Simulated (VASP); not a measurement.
```xyz
2
Lattice="2.8600 0.0000 0.0000 0.0000 2.8600 0.0000 0.0000 0.0000 2.8600" Properties=species:S:1:pos:R:3 pbc="T T T"
Al     1.4300     1.4300     1.4300
Co     0.0000     0.0000     0.0000
```

The base run (VASP): PBE GGA, plane waves, VASP's PBE PAW potentials (set 64). Numerical set-up: 400 eV cut-off, 11×11×11 Γ-centred mesh, first-order Methfessel-Paxton smearing of 0.10 eV, potentials Al Co.

One setting is varied; ΔE counts from the most expensive setting. The base run took about 6 core-seconds. Costs are core time on shared hosts, one run each; read them as rough ratios.

The pressure holds a Pulay error that falls with the cut-off, as the column shows.

```
setting      cost over the base run  electronic steps  ΔE (meV/atom)  pressure (GPa)
-----------  ----------------------  ----------------  -------------  --------------
ENCUT = 150               about 1/2                14         2257.7         -293.55
ENCUT = 200    within a factor of 2                13          195.8          -48.96
base run                  reference                13           -0.2           -1.84
ENCUT = 500    within a factor of 2                13            0.1           -1.56
ENCUT = 550    within a factor of 2                13            0.1           -1.57
ENCUT = 600    within a factor of 2                13            0.1           -1.60
ENCUT = 750           about 2 times                13            0.0           -1.55
```

Left out are runs that failed, have no time on record or changed the cell.

The compound is CoAl in the CsCl type structure. The cell was not relaxed at this level.
